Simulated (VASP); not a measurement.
Here is the system:

```
C
1.0
    0.00000     1.74028     1.77983
    1.74088     0.00000     1.77983
    1.74088     1.74028     0.00000
C
2
Cartesian
  0.00000   0.00000   0.00000
  0.93298   0.87014   0.88991
```
Cell charge +0.5.

These are PBE GGA, VASP's PBE PAW potentials (set 64) (plane waves; VASP) values and carry that method's errors. Settings: NELECT = 7.5, 520 eV cut-off, 12×12×12 Γ-centred mesh, Gaussian smearing of 0.050 eV, potentials C.

The cell is charged, with a uniform compensating background.

**Question.** Give the force on each atom (eV/Å).

**Answer.** 
```tsv
atom	Fx	Fy	Fz
C1	0.678	0.000	0.000
C2	-0.678	0.000	0.000
```

**Question.** Give the stress tensor in GPa (positive for a compressed cell).

**Answer.** 
```
-68.82    0.00    0.00
  0.00  -70.46   -7.03
  0.00   -7.03  -78.58
```
The pressure is its mean diagonal, -72.62 GPa.

The compound is C in the diamond structure. The cell was not relaxed at this level, atoms are displaced from their ideal sites. The run is one of a series of settings (NELECT = 7.5 against the base run), some of them coarse on purpose.
